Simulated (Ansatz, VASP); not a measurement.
# FeSi2 (Linzhiite): VASP beside Ansatz, part 2 of 2

Aim: how closely do two programs agree when they are given the same cell, functional and k mesh? The cell is taken from a series of runs on this material, whose earlier steps may have relaxed, scaled, displaced or heated it; both programs get it as it stands.

VASP 6.6.1 and Ansatz 0.2.0.

So far: Starting point; VASP: zone-centre phonons, PBEsol.

**3. Ansatz: zone-centre phonons, PBEsol**

Level of this step: Ansatz beside VASP: Kohn-Sham DFT, plane waves, PBEsol (Ansatz).

Ansatz runs on its PAW soft_1 files.

The same cell, functional, mesh and smearing now go to Ansatz, which takes its cutoff from its data sets.

input.yaml

```yaml
crystal:
  lattice:
    - [2.6137785741, 0.0, 0.0]
    - [0.0, 2.6137785741, 0.0]
    - [0.0, 0.0, 5.0311464142]
  atoms:
    - { symbol: Si, position: [0.5, 0.5, 0.2738029281] }
    - { symbol: Si, position: [0.5, 0.5, 0.7261970719] }
    - { symbol: Fe, position: [0.0, 0.0, 0.0] }
kpoints:
  mp_grid: { grid: [16, 16, 8] }
hamiltonian:
  xc: pbesol
  pseudopotentials: { kind: paw, azcp: { folder: soft_1 }, xc_functional: pbe }
scf:
  occupations: { method: methfessel_paxton, width: 0.2 }
output:
  eigenvalues: true
phonons:
  method: dfpt
```

The run is started by

```sh
> ansatz run input.yaml --threads 4 --pin off --max-ram 10240MiB --backend cpu --events-out ev --progress --plain --runs-dir out
```

Numbers of over 12 decimals in the logs are rounded to 6 here.

Log:

```text
zone centre: on kpoints.mp_grid the ground state, and the responses unless they are solved on pairs of k-points, stand on 405 of the mesh's 2048 k-points, reduced under 4 symmetry operations, with k and −k counted as one. Each operation leaves every solved displacement unchanged or reverses it
Engine: ansatz 0.2.0, x86_64-unknown-linux-gnu
Pseudopotentials: kind: paw
Pseudopotential: Si, paw, valence charge 4, recommended cutoff 420 eV (normal), soft_1/Si.paw.azcp
Pseudopotential: Fe, paw, valence charge 16, recommended cutoff 420 eV (normal), soft_1/Fe.paw.azcp
Functional definition: PBEsol
  exchange = pbesol_x
  correlation = pbesol_c
Crystal: 3 atoms, lattice volume = 34.372 Å³
Basis set: ecut = 420 eV, 669 PW (Γ), exchange–correlation on 36×36×72 points (8 copies of the dense FFT grid, shifted against one another)
Bands: 16, of which v1, the nominal top of the filled ones, is band 12 counted from 1 (11 counted from 0)
Symmetry: 16 space group operations
k-points: 405 of 2048 (irreducible under 4 space group operations, time reversal used)
Non-local potential: Si, projectors of the file, l = 0: 2, l = 1: 2, l = 2: 1
Non-local potential: Fe, projectors of the file, l = 0: 3, l = 1: 2, l = 2: 3, l = 3: 1
PAW form: soft (Blöchl's): semilocal exchange-correlation on the pseudo side does not see the compensation charge
PAW frozen core: Si, regenerated for the run's functional, and the local potential with it (the file was generated under x = pbe(κ = 0.804, μ = 0.219515), c = pbe(β = 0.066725))
PAW frozen core: Fe, regenerated for the run's functional, and the local potential with it (the file was generated under x = pbe(κ = 0.804, μ = 0.219515), c = pbe(β = 0.066725))
PAW one-centre angular grid: Si, 110 points (default); XC on 64 Gauss nodes
PAW one-centre angular grid: Fe, 590 points (default); XC on 64 Gauss nodes
Initial density: superposition of atomic densities (chi_scale 0.1, normalization cell, long waves kept (reshape's long-wave potential 0.00 eV rms))
Initial wavefunctions: pseudopotential atomic-orbital guess
Functional: x = pbesol(κ = 0.804, μ = 0.123457), c = pbesol(β = 0.046)
SCF iter   1: F=—  HF=-5694.929583 eV  |F-HF|=—  |Δ(HF+E_count)|=         —  Δρ=1.19e-1  dr2=1.10e1  ethr=3.10e-3  ⟨swp⟩=5.1  Hψ=34542  notcnv=0
preconditioner: auto → none  [metal: Δε(μ)=0.001 eV  Ē_g=8.512 eV  σ=0.200 eV  W_gap=0.00  n_scr=8 (ndim 8)  ℏωp=25.3 eV  f_vac=0.000  D(μ)=1.36/eV (n_scr^D=8)  sad-step TF]
SCF iter   2: F=—  HF=-5694.672733 eV  |F-HF|=—  |Δ(HF+E_count)|=   2.57e-1  S|Δr|=    0.00e0  Δρ=1.38e-1  dr2=1.17e1  ethr=3.10e-3  ⟨swp⟩=2.0  Hψ=11138  notcnv=0
SCF iter   3: F=—  HF=-5693.453194 eV  |F-HF|=—  |Δ(HF+E_count)|=    1.22e0  S|Δr|=    0.00e0  Δρ=5.73e-2  dr2=1.18e0  ethr=3.10e-3  ⟨swp⟩=3.0  Hψ=12182  notcnv=0
SCF iter   4: F=—  HF=-5693.307431 eV  |F-HF|=—  |Δ(HF+E_count)|=   1.46e-1  S|Δr|=    0.00e0  Δρ=1.23e-2  dr2=9.80e-2  ethr=3.10e-3  ⟨swp⟩=2.5  Hψ=12859  notcnv=0
SCF iter   5: F=—  HF=-5693.274076 eV  |F-HF|=—  |Δ(HF+E_count)|=   3.34e-2  S|Δr|=    0.00e0  Δρ=3.22e-3  dr2=2.04e-3  ethr=4.08e-4  ⟨swp⟩=2.0  Hψ=10733  notcnv=0
SCF iter   6: F=—  HF=-5693.274069 eV  |F-HF|=—  |Δ(HF+E_count)|=   7.60e-6  S|Δr|=    0.00e0  Δρ=5.96e-4  dr2=3.87e-5  ethr=8.49e-6  ⟨swp⟩=2.3  Hψ=9525  notcnv=0
SCF iter   7: F=—  HF=-5693.274052 eV  |F-HF|=—  |Δ(HF+E_count)|=   1.68e-5  S|Δr|=    0.00e0  Δρ=8.01e-5  dr2=2.09e-6  ethr=1.61e-7  ⟨swp⟩=2.3  Hψ=11147  notcnv=0
SCF iter   8: F=—  HF=-5693.274056 eV  |F-HF|=—  |Δ(HF+E_count)|=   4.11e-6  S|Δr|=    0.00e0  Δρ=1.43e-5  dr2=4.96e-8  ethr=8.69e-9  ⟨swp⟩=2.2  Hψ=8454  notcnv=0
SCF iter   9: F=—  HF=-5693.274056 eV  |F-HF|=—  |Δ(HF+E_count)|=   1.13e-8  S|Δr|=    0.00e0  Δρ=1.56e-6  dr2=2.76e-10  ethr=2.07e-10  ⟨swp⟩=2.2  Hψ=8890  notcnv=0
SCF iter  10: F=-5693.274056 eV  HF=-5693.274056 eV  |F-HF|=3.64e-12  |Δ(HF+E_count)|=  5.46e-11  S|Δr|=    0.00e0  Δρ=1.59e-7  dr2=5.47e-12  ethr=1.00e-12  ⟨swp⟩=4.5  Hψ=34022  notcnv=0
SCF 1 converged in 10 iterations: F = -5693.274056 eV  dr2 = 5.47e-12
  greatest PAW one-centre occupation: 1.000 electrons in one spin orbital (limit 2), on the Fe atom at site 2 (counted from 0), in its partial waves of l = 1
DFPT response loops at Γ: preconditioner auto → Kerker (q_TF=auto, 2.570 Å⁻¹) (partly filled bands, converged f_vac=0.000); β = 1.00, the filter's whole step (`scf.mixing.beta` (0.50) is not read by the response loops under this deck's `scf.mixing.preconditioner`; to damp them name `kerker` or `kerker_dos`, under which they read `scf.mixing.beta`, and type it under 1.00, their step now; both keys bind the ground state too); Broyden in place of MSR1
SCF converged after 10 iterations
Stability not checked: this state was not tested for a lower state beside it, because cold or Methfessel-Paxton smearing, or corrected tetrahedra, fill the levels in a way that the test cannot read (fill_not_monotonic; see scf.lower_state_search)
Free energy (F): -5693.274056 eV
Harris-Foulkes:  -5693.274056 eV  (|F-HF|=3.64e-12)
Internal energy: -5693.274942 eV  (E = F + TS)
E sigma→0 (E₀):  -5693.274277 eV
Entropy (-TS):   0.000886 eV (0.295 meV/atom)
Fermi energy:    15.480036 eV
Step filling:    the computed levels leave a gap of 0.0011 eV = 0.0 smearing widths at the electron count; against every level under it full and every level over it empty, smearing changes F+E_penalty+E_count by +0.336 meV and its σ→0 estimate by +0.114 meV
--- Per-component energies (eV) ---
  E_band       = -199.362328
  E_kinetic    = 432.232925
  E_local      = -3502.748229  (includes V_loc(G=0)·N_el)
  E_nonlocal   = 335.124145
  E_hartree    = 1556.839953
  E_xc         = -229.764624
  E_vxc        = -247.994292  (∫ρ·V_xc dr)
  E_paw        = -2347.098948  (= ΣΔE_a)
  E_vpaw       = -329.656120  (= ΣTr[D̂ρ^β])
  E_aug_tail   = -0.000798  (compensation charges beyond the density's cutoff)
  E_ewald      = -1938.101689
  E_core_change = 0.242323  (= ΣΔE_core)
  E_smearing   = 0.000886  (= −TS)
  E_closure    = -0.000000  (closes the sum)
  Σ components = -5693.274056   (vs F -5693.274056, Δ=0.00e0)
--- Band table (eV; the first three rows and the last of 405) ---
  k-point 0: bands = [... 8 lower, 13.5741, 13.8795, 13.8795, 14.8883, 20.4926, 20.4926, 22.1355, 22.6967]
  k-point 1: bands = [... 8 lower, 13.5326, 13.8727, 13.8727, 14.8884, 20.5991, 20.5991, 21.1402, 22.4753]
  k-point 2: bands = [... 8 lower, 13.3857, 13.8566, 13.8566, 14.8885, 19.7133, 20.9084, 20.9084, 22.1277]
  k-point 404: bands = [... 8 lower, 12.1214, 12.1214, 13.4668, 15.7238, 15.7238, 15.7718, 16.3596, 18.9628]
--- Phonons (Γ-DFPT): 4 representative perturbations + reference, on 405 of 2048 k-points (Σ response iterations 14) ---
  k mesh reduced under 4 symmetry operations, with k and −k counted as one. Each operation leaves every solved displacement unchanged or reverses it
  ASR residual: 1.038e-4 → 0.000e0 eV/Å²; symmetrization residual: 6.773e-6 eV/Å²
  ASR residual per site (eV/Å²): 6.12e-5 6.12e-5 1.04e-4
  Γ frequencies (cm⁻¹): 0.00 0.00 0.00 243.76 243.76 326.79 326.79 397.53 615.44
  non-analytic LO–TO correction: not included (Born effective charges unavailable; polar crystals: no LO–TO splitting at Γ)
```

**4. Side by side**

Known differences besides the potentials themselves: the data sets hold 24 valence electrons in Ansatz (on its PAW soft_1 files) and 16 in VASP; the cutoff is 420 eV in Ansatz and 600 eV in VASP; Ansatz makes its cores anew for this functional, VASP keeps those of its PBE data sets. Total energies have different zeros and are not compared.

Compared:

| quantity | Ansatz | VASP | difference |
| --- | --- | --- | --- |
| optical mode 1 to 2 (cm⁻¹) | 243.8 | 245.6 | -0.73 % |
| optical mode 3 to 4 (cm⁻¹) | 326.8 | 331.6 | -1.46 % |
| optical mode 5 (cm⁻¹) | 397.5 | 401.5 | -0.99 % |
| optical mode 6 (cm⁻¹) | 615.4 | 616.4 | -0.16 % |

Modes are paired by rising frequency, not by their patterns, so a pair may set unlike modes beside each other; they are those without the splitting of longitudinal modes.

**5. Summary of results**

| Quantity | Value |
| --- | --- |
| r.m.s. difference of the optical zone-centre modes, each program's sorted by frequency (zone-centre phonons, PBEsol) | 3.4 cm⁻¹ |
| difference in optical mode 3 to 4 (zone-centre phonons, PBEsol) | -1.5 % |

**Reading.** The r.m.s. difference of the optical zone-centre modes, each program's sorted by frequency is 3.4 cm⁻¹ (zone-centre phonons, PBEsol). The data sets hold unlike numbers of valence electrons (24 in Ansatz and 16 in VASP), so part of the differences comes from the potentials. Among the rows given in per cent, the largest difference of the zone-centre phonons, PBEsol pair is in optical mode 3 to 4, -1.5 %. How closely two codes agree says nothing of how well the functional describes the real material.

[Lines on the potential files, build, host, timing and source positions are cut from VASP's logs without a mark.]

[Logs are printed without paths, hosts, clocks, repeated set-up lines and the standing remarks that a program may print on its own settings, such as how far it seeks lower states.]

[Hosts, paths, dates, database ids (printed as entryN), source tags and the programs' standing remarks are cut or masked in the printed files.]
